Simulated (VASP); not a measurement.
Level of theory: LDA (Ceperley-Alder, Perdew-Zunger), VASP's LDA PAW potentials (set 64) (plane waves; VASP).

A VASP calculation is set up with these files.

**POSCAR**
```
CdGeAs2
1
   -3.0020260000     3.0020260000     5.6892180000
    3.0020260000    -3.0020260000     5.6892180000
    3.0020260000     3.0020260000    -5.6892180000
Cd Ge As
2 2 4
Direct
  0.2500000000   0.7500000000   0.5000000000
  0.5000000000   0.5000000000   0.0000000000
  0.0000000000   0.0000000000   0.0000000000
  0.7500000000   0.2500000000   0.5000000000
  0.8750000000   0.3462200000   0.9712200000
  0.6537800000   0.6250000000   0.5287800000
  0.3750000000   0.9037800000   0.0287800000
  0.0962200000   0.1250000000   0.4712200000
```

KPOINTS:
```
Automatic mesh
0
Gamma
6 6 6
0 0 0
```

INCAR:
```
# general
SYSTEM   =  CdGeAs2
PREC     =  Accurate
ENCUT    =  240
LREAL    =  .False.   # projection in real space or not
LASPH    =  .True.

# electronic loop
EDIFF    =  1E-6
NELM     =  100
ALGO     =  Normal   # blocked Davidson
LMAXMIX  =  4

# smearing
ISMEAR   =  1
SIGMA    =  0.1   # width (eV)

# ions
ISIF     =  2

# output
LWAVE    =  .False.
LCHARG   =  .False.
```

POTCAR, in this order: Cd Ge_d As (LDA.64 set). Program: vasp_std.

What VASP printed:

**OUTCAR**
```
 ion  position               nearest neighbor table
   1  0.250  0.750  0.500-   7 2.66   6 2.66   8 2.66   5 2.66
   2  0.500  0.500  0.000-   6 2.66   5 2.66   7 2.66   8 2.66
   3  0.000  0.000  0.000-   5 2.46   6 2.46   7 2.46   8 2.46
   4  0.750  0.250  0.500-   5 2.46   6 2.46   7 2.46   8 2.46
   5  0.875  0.346  0.971-   3 2.46   4 2.46   1 2.66   2 2.66
   6  0.654  0.625  0.529-   3 2.46   4 2.46   1 2.66   2 2.66
   7  0.375  0.904  0.029-   3 2.46   4 2.46   2 2.66   1 2.66
   8  0.096  0.125  0.471-   3 2.46   4 2.46   2 2.66   1 2.66
  LATTYP: Found a body centered tetragonal cell.
 ALAT       =     6.0040520000
 C/A-ratio  =     1.8951261581
 Subroutine PRICEL returns:
 Original cell was already a primitive cell.
 Subroutine GETGRP returns: Found  8 space group operations
The static configuration has the point symmetry S_4 .
 The point group associated with its full space group is D_2d.
The dynamic configuration has the point symmetry S_4 .
 Subroutine INISYM returns: Found  8 space group operations
 Subroutine IBZKPT returns following result:
 Found     30 irreducible k-points:

 Following reciprocal coordinates:
            Coordinates               Weight
  0.000000  0.000000  0.000000      1.000000
  0.166667  0.000000  0.000000      8.000000
  0.333333 -0.000000  0.000000      8.000000
  0.500000  0.000000  0.000000      4.000000
  0.166667  0.166667  0.000000      8.000000
  0.333333  0.166667  0.000000     16.000000
  0.500000  0.166667  0.000000     16.000000
 -0.333333  0.166667 -0.000000     16.000000
 -0.166667  0.166667  0.000000      4.000000
  0.333333  0.333333  0.000000      8.000000
  0.500000  0.333333  0.000000     16.000000
 -0.333333  0.333333  0.000000      4.000000
  0.500000  0.500000  0.000000      2.000000
  0.166667  0.166667  0.166667      8.000000
  0.333333  0.166667  0.166667      8.000000
 -0.166667  0.166667  0.166667      4.000000
  0.333333  0.333333  0.166667      4.000000
 -0.333333  0.333333  0.166667      8.000000
 -0.166667  0.333333  0.166667      8.000000
  0.500000  0.500000  0.166667      4.000000
 -0.333333  0.500000  0.166667     16.000000
 -0.166667  0.500000  0.166667      8.000000
 -0.333333 -0.333333  0.166667      8.000000
 -0.166667 -0.333333  0.166667      8.000000
 -0.166667 -0.166667  0.166667      2.000000
 -0.333333  0.333333  0.333333      4.000000
  0.500000  0.500000  0.333333      4.000000
 -0.333333  0.500000  0.333333      8.000000
 -0.333333 -0.333333  0.333333      2.000000
  0.500000  0.500000  0.500000      1.000000
   k-points           NKPTS =     30   k-points in BZ     NKDIM =     30   number of bands    NBANDS=     43
   number of dos      NEDOS =    301   number of ions     NIONS =      8
   total plane-waves  NPLWV =  46656
   dimension x,y,z NGX =    36 NGY =   36 NGZ =   36
   dimension x,y,z NGXF=    72 NGYF=   72 NGZF=   72
   ions per type =               2   2   4
   PREC   = accura    normal or accurate (medium, high low for compatibility)
   ISTART =      0    job   : 0-new  1-cont  2-samecut
   ICHARG =      2    charge: 1-file 2-atom 10-const
   ISPIN  =      1    spin polarized calculation?
   LNONCOLLINEAR =      F non collinear calculations
   LSORBIT =      F    spin-orbit coupling
   INIWAV =      1    electr: 0-lowe 1-rand  2-diag
   ENCUT  =  240.0 eV  17.64 Ry    4.20 a.u.   8.97  8.97  8.97*2*pi/ulx,y,z
   NELM   =    100;   NELMIN=  2; NELMDL= -5     # of ELM steps
   EDIFF  = 0.1E-05   stopping-criterion for ELM
   LREAL  =      F    real-space projection
   NLSPLINE    = F    spline interpolate recip. space projectors
   LMAXMIX     =    4 max onsite mixed and CHGCAR
   VOSKOWN=      0    Vosko Wilk Nusair interpolation
   EDIFFG = 0.1E-04   stopping-criterion for IOM
...
```

OSZICAR:
```
       N       E                     dE             d eps       ncg     rms          rms(c)
DAV:   1     0.451081258664E+03    0.45108E+03   -0.23005E+04  3228   0.148E+03
DAV:   2     0.212544930916E+02   -0.42983E+03   -0.41867E+03  2703   0.457E+02
DAV:   3    -0.340030490842E+02   -0.55258E+02   -0.54548E+02  3019   0.114E+02
DAV:   4    -0.359074981616E+02   -0.19044E+01   -0.18998E+01  2933   0.243E+01
DAV:   5    -0.359378178323E+02   -0.30320E-01   -0.30300E-01  3093   0.292E+00    0.789E+00
DAV:   6    -0.349688520080E+02    0.96897E+00   -0.23089E+00  2960   0.117E+01    0.519E+00
DAV:   7    -0.348624145501E+02    0.10644E+00   -0.73465E-01  2919   0.378E+00    0.217E+00
DAV:   8    -0.348477698327E+02    0.14645E-01   -0.98277E-02  2908   0.221E+00    0.430E-01
DAV:   9    -0.348461209221E+02    0.16489E-02   -0.14766E-02  3023   0.105E+00    0.898E-02
DAV:  10    -0.348459583295E+02    0.16259E-03   -0.87401E-04  2921   0.217E-01    0.490E-02
DAV:  11    -0.348459620292E+02   -0.36997E-05   -0.49365E-04  2942   0.135E-01    0.266E-02
DAV:  12    -0.348459517270E+02    0.10302E-04   -0.87723E-05  2737   0.598E-02    0.936E-03
DAV:  13    -0.348459525432E+02   -0.81619E-06   -0.33319E-06  2407   0.933E-03
   1 F= -.34845953E+02 E0= -.34846100E+02  d E =0.442499E-03
```

File OUTCAR:
```
------------------------ aborting loop because EDIFF is reached ----------------------------------------
  FORCE on cell =-STRESS in cart. coord.  units (eV):
  Direction    XX          YY          ZZ          XY          YZ          ZX
  --------------------------------------------------------------------------------------
  Total      -18.0606485    -18.0606485    -17.7435008      0.0000000      0.0000000      0.0000000
  in kB     -141.0920224   -141.0920224   -138.6144248      0.0000000      0.0000000      0.0000000
  external PRESSURE =    -140.2661565 kB  Pullay stress =       0.0000000 kB
  volume of cell :      205.09
      direct lattice vectors                 reciprocal lattice vectors
    -3.002026000  3.002026000  5.689218000     0.000000000  0.166554187  0.087885541
     3.002026000 -3.002026000  5.689218000     0.166554187  0.000000000  0.087885541
     3.002026000  3.002026000 -5.689218000     0.166554187  0.166554187  0.000000000
 POSITION                                       TOTAL-FORCE (eV/Angst)
 -----------------------------------------------------------------------------------
      3.00203      0.00000      2.84461        -0.000000     -0.000000      0.000000
      0.00000      0.00000      5.68922        -0.000000     -0.000000      0.000000
      0.00000      0.00000      0.00000        -0.000000     -0.000000      0.000000
      0.00000      3.00203      2.84461        -0.000000     -0.000000     -0.000000
      1.32822      4.50304      1.42230         0.185579      0.000000     -0.000000
      1.50101      1.67381      4.26691        -0.000000     -0.185579      0.000000
      1.67381     -1.50101      7.11152        -0.185579     -0.000000      0.000000
      1.50101      1.32822     -1.42230         0.000000      0.185579     -0.000000
 -----------------------------------------------------------------------------------
    total drift:                                0.000027      0.000027      0.000028
  FREE ENERGIE OF THE ION-ELECTRON SYSTEM (eV)
  ---------------------------------------------------
  free  energy   TOTEN  =       -34.8459525432 eV

  energy  without entropy=      -34.8463950423  energy(sigma->0) =      -34.84610004
```
(Selected blocks of OUTCAR.)

At this cut-off the stress carries a Pulay error, which pulls relaxed volumes low.

The structure comes from a computed database's CdGeAs2 entry; how it stands against other phases isn't given here. The cell was not relaxed at this level. The run is one of a series of settings (ENCUT = 240, GGA removed, KPOINTS 6×6×6 Γ-centred mesh, POTCAR Cd Ge_d As (LDA.64 set) against the base run), some of them coarse on purpose.
